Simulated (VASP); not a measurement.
# AlPbBrO2 with LDA: from relaxation to properties, part 2 of 2

Wanted: the relaxed cell of AlPbBrO2 and its properties. The cell is invented: it takes the structure of a Materials Project entry for BiPbBrO2 (space group 107 there), with some of its atoms replaced by other elements, volume scaled by an estimate. It may not be a known or stable phase.

VASP 6.6.1; LDA; plane waves and PAW (Pb_d, Br, Al, O); invented cell.

So far, gap on the k-mesh (eV): step 2 (rough relaxation of the start cell) 2.35; step 3 (full relaxation (LDA)) 2.31. The relaxed cell has a = 3.653, c = 12.598 Å (conventional setting).

### Step 6. Density of states (LDA)

Here the states are counted by energy and projected on the atoms. The mesh is finer than in the run before.

Contents of INCAR:

```
SYSTEM = AlPbBrO2
PREC = Accurate
ENCUT = 520
EDIFF = 1E-06
NELM = 100
ISMEAR = -5
SIGMA = 0.05
LREAL = .FALSE.
ALGO = Normal
GGA = CA
NBANDS = 33
LORBIT = 11
LWAVE = .FALSE.
LCHARG = .FALSE.
KPAR = 2
NEDOS = 2001
```

Contents of POSCAR:

```
AlPbBrO2
1.0
   -1.8262696103      1.8262696103      6.2990807958
    1.8262696103     -1.8262696103      6.2990807958
    1.8262696103      1.8262696103     -6.2990807958
Pb Br Al O
1 1 1 2
Direct
    0.6477336405      0.6477336405      0.0000000000
    0.0038263149      0.0038263149      0.0000000000
    0.2992374436      0.2992374436      0.0000000000
    0.7746008005      0.2746008005      0.5000000000
    0.2746008005      0.7746008005      0.5000000000
```

Contents of KPOINTS:

```
Automatic mesh
0
Gamma
13 13 13
0 0 0
```

Potentials, in the order of the species: Pb_d, Br, Al and O (LDA family, release 64).

Run with:

```console
$ mpirun -np 2 vasp_std
```

It took 13 min on 2 MPI ranks of AMD EPYC 7R43, shared host; peak memory 1.3 GiB.

This step gave:

```
irreducible k-points           : 196
Fermi energy                   : 4.556 eV
pressure                       : 0.01754 GPa
valence top at k               : -0.2308, 0.1538, 0
conduction bottom at k         : -0.4615, -0.4615, 0.4615
least direct gap at k          : -0.4615, -0.4615, 0.4615
gap on the k-mesh              : 2.291 eV
least direct gap on the k-mesh : 2.552 eV
```

The density of states has structure finer than the step of the table below, so its rows give means over 1 eV, whole bins alone (the curve runs from -12.0 to 9.9 eV). Peaks (eV: height): total -7.6: 8.94, -4.6: 5.58, -1.6: 7.05, 6.8: 6.38; O p -4.6: 1.97, -3.0: 2.15, -1.7: 2.08, -1.0: 1.91; Br p -3.0: 0.721, -1.6: 2.33, -1.0: 1.68, -0.1: 1.32; Pb p -4.6: 0.391, 3.2: 0.408, 6.4: 1.17, 6.8: 1.53; Pb s -7.6: 4.07, -0.1: 0.634.

States under -12.0 eV and over 9.9 eV are left out. Density of states against energy, zero at the valence-band top; means over each step; 7 of 9 lines; values in states/eV/cell:

```csv
energy (eV),total,O p,Br p,Pb p,Pb s,Al p,Al s
-9,0,0,0,0,0,0,0
-8,1.96,0.304,0.0383,0.00603,0.850,0.00550,0.0453
-7,0.799,0.281,0.00596,0.00349,0.118,0.0202,0.0816
-6,1.24,0.590,0.00785,0.0171,0.00583,0.0715,0.0914
-5,1.28,0.597,0.0526,0.0488,0.00424,0.0813,0.00412
-4,3.07,1.16,0.287,0.173,0.0415,0.0646,0.0280
-3,3.05,1.28,0.382,0.118,0.0409,0.0375,0.00705
-2,4.35,1.44,1.18,0.0906,0.0555,0.0155,0.00396
-1,2.89,0.941,0.897,0.0357,0.127,0.00571,9.7e-4
0,1.41,0.420,0.387,0.0165,0.220,0.00571,2.4e-4
1,0,0,0,0,0,0,0
2,0.0155,4.8e-4,8.5e-4,0.00116,2.1e-4,5.8e-4,0.00167
3,1.97,0.181,0.114,0.214,0.0175,0.0788,0.118
4,2.03,0.277,0.183,0.314,0.00678,0.0985,0.0471
5,1.30,0.134,0.0792,0.318,0.00793,0.0430,0.0296
6,2.86,0.300,0.105,0.867,0.0464,0.0528,0.0498
7,1.86,0.155,0.0623,0.399,0.0123,0.105,0.0876
8,0.205,0.00258,0.00334,0.00612,7.7e-6,9.6e-4,0.00113
9,2.05,0.142,0.104,0.0658,0.00294,0.0678,0.0296
```

The gap on this mesh is 2.29 eV. In the top eV of the valence band the largest shares in the PAW spheres are O p 30 %, Br p 30 % and Pb s 11 %; in the lowest eV of the conduction band, Pb p 10 %, O p 9 % and Al s 6 %. The rest lies in smaller channels or between the spheres.

### Step 7. Field gradients at the nuclei (LDA)

Field gradients probe how far the charge around each nucleus departs from cubic symmetry; LASPH keeps the non-spherical terms inside the spheres.

Contents of INCAR:

```
SYSTEM = AlPbBrO2
PREC = Accurate
ENCUT = 520
EDIFF = 1E-07
NELM = 100
ISMEAR = 0
SIGMA = 0.05
LREAL = .FALSE.
ALGO = Normal
GGA = CA
NBANDS = 24
LORBIT = 11
LWAVE = .FALSE.
LCHARG = .FALSE.
KPAR = 2
LEFG = .TRUE.
LASPH = .TRUE.
```

POSCAR is that of step 6.

Contents of KPOINTS:

```
Automatic mesh
0
Gamma
9 9 9
0 0 0
```

Run with:

```console
$ mpirun -np 2 vasp_std
```

The job ended after 3.9 min (2 MPI ranks; peak memory 0.74 GiB; 7.8 min of CPU time).

This step gave:

```
SCF cycles                     : 15
bands                          : 24
irreducible k-points           : 75
Fermi energy                   : 4.827 eV
pressure                       : 0.02135 GPa
valence top at k               : -0.2222, 0.2222, 0
conduction bottom at k         : -0.4444, -0.4444, 0.4444
least direct gap at k          : -0.4444, -0.4444, 0.4444
gap on the k-mesh              : 2.308 eV
least direct gap on the k-mesh : 2.575 eV
```

Electric field gradients, by row:

```csv
atom,Vxx (V/Å²),Vyy (V/Å²),Vzz (V/Å²),asymmetry
Pb1,47.62,47.62,-95.24,0
Br2,-38.59,-38.59,77.18,0
Al3,-38.32,-38.32,76.64,0
O4,43.99,25.16,-69.15,0.272
O5,43.99,25.16,-69.15,0.272
```

The largest gradient, -95.24 V/Å², sits on Pb1; the stable nuclei of Pb have no quadrupole moment in their ground state, so NMR and NQR don't see it.

### Step 8. Elastic constants (LDA)

IBRION = 6 with ISIF = 3 strains the cell both ways at fixed fractional positions, and adds the ions' share afterwards from the force constants. Stress converges slowly with the basis, so the cutoff is raised.

INCAR: that of step 7 with these lines changed.

```diff
@@ -2,3 +2,3 @@
 PREC = Accurate
-ENCUT = 520
+ENCUT = 560
 EDIFF = 1E-07
@@ -15,3 +15,6 @@
 KPAR = 2
-LEFG = .TRUE.
-LASPH = .TRUE.
+IBRION = 6
+NFREE = 2
+POTIM = 0.015
+ISIF = 3
+NSW = 1
```

POSCAR is that of step 7.

KPOINTS is that of step 7.

Run with:

```console
$ mpirun -np 2 vasp_std
```

Wall time 30 min (2 MPI ranks); peak memory 1.2 GiB.

The run was stopped at its time limit, by a STOPCAR file.

More ranks or a longer limit would be the way on.

### Step 9. Results

* relaxed volume: 16.81 Å³/atom
* relaxed conventional cell a, b, c: 3.653, 3.653, 12.598 Å
* space group after relaxing, within 0.02 Å: I4mm (No. 107)
* band gap: 2.28 eV, indirect (least direct gap of that run 2.53 eV)
* gap among the points of the DOS mesh alone, an upper bound: 2.29 eV
* largest field gradient Vzz: -95.24 V/Å² on Pb1

With LDA, AlPbBrO2 relaxes to 16.81 Å³/atom in space group I4mm (held by the symmetry of the run) and has an indirect gap of 2.28 eV. Not obtained: elastic constants (LDA), because the run hit its time limit. Band structure (LDA): The path shows an indirect gap of 2.28 eV (valence top between Γ and X, conduction bottom at Z). The least direct gap is 2.53 eV. Spin-orbit coupling is left out, and with elements this heavy it would split and shift bands near the edges, and it can change the kind of a small gap. No search among competing phases was made. All values are for a static lattice at zero temperature.

[Lines on the potential files, build, host, timing and source positions are cut from VASP's logs without a mark.]

[Logs are printed without paths, hosts, clocks, repeated set-up lines and the standing remarks that a program may print on its own settings, such as how far it seeks lower states.]

[Hosts, paths, dates, database ids (printed as entryN), source tags and the programs' standing remarks are cut or masked in the printed files.]

[A measured line is paired with the nearest computed mode of its activity, which favours agreement.]
